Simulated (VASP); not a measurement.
Crystal: Cu.

```
Cu
1.0
     0.00000    1.80750    1.80750
     1.80750    0.00000    1.80750
     1.80750    1.80750    0.00000
Cu
1
Direct
  0.00000 0.00000 0.00000
```

```yaml
Program: VASP 6.6.1
Task: relaxation of cell and atoms
Functional: r2SCAN
Potentials_or_basis: VASP PAW PBE potentials, release 64 (Cu)
Cutoff: 600 eV
k_mesh: 18 × 18 × 18
Occupations: methfessel-paxton, width 0.1 eV
Spin: no spin polarisation
```

At the start: pressure -4.1 GPa; volume 11.81 Å³/atom.

Task: How do energy, volume and symmetry change on relaxing?

Result: Over 3 steps the energy falls by 4.0 meV/atom and the volume is 11.50 Å³/atom (-2.6 %); space group Fm-3m (No. 225, to 0.05 Å).

The path:
```csv
step,energy change (eV),largest force (eV/Å),pressure (GPa),volume (Å³)
1,0.0000,0.0000,-4.11,11.81
2,-0.0024,0.0000,2.80,11.30
3,-0.0040,0.0000,-0.09,11.50
```

Final structure:
```
Cu
1.0
     0.00000    1.79143    1.79143
     1.79143    0.00000    1.79143
     1.79143    1.79143    0.00000
Cu
1
Direct
  0.00000 0.00000 0.00000
```

Caveat: the PAW data sets were made with another functional, which shifts forces and pressure a little.
